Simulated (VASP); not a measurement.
```
CELL_PARAMETERS angstrom
      0.00000     2.35649     2.35649
      2.35649     0.00000     2.35649
      2.35649     2.35649     0.00000
ATOMIC_POSITIONS crystal
  Zr 0.00000 0.00000 0.00000
  C  0.50000 0.50000 0.50000
```

Level of theory: AM05 GGA, VASP's PBE PAW potentials (set 64) (plane waves; VASP). Settings: 520 eV cut-off, 13×13×13 Γ-centred mesh, first-order Methfessel-Paxton smearing of 0.10 eV, potentials Zr_sv C.

Question: Give the stress tensor in GPa (positive for a compressed cell).

Answer: 
```
-6.62   0.00   0.00
 0.00  -6.62   0.00
 0.00   0.00  -6.62
```
The pressure is its mean diagonal, -6.62 GPa.

The compound is ZrC in the rock salt structure. This cell is one point of a volume scan, at 1.03 of the reference volume.
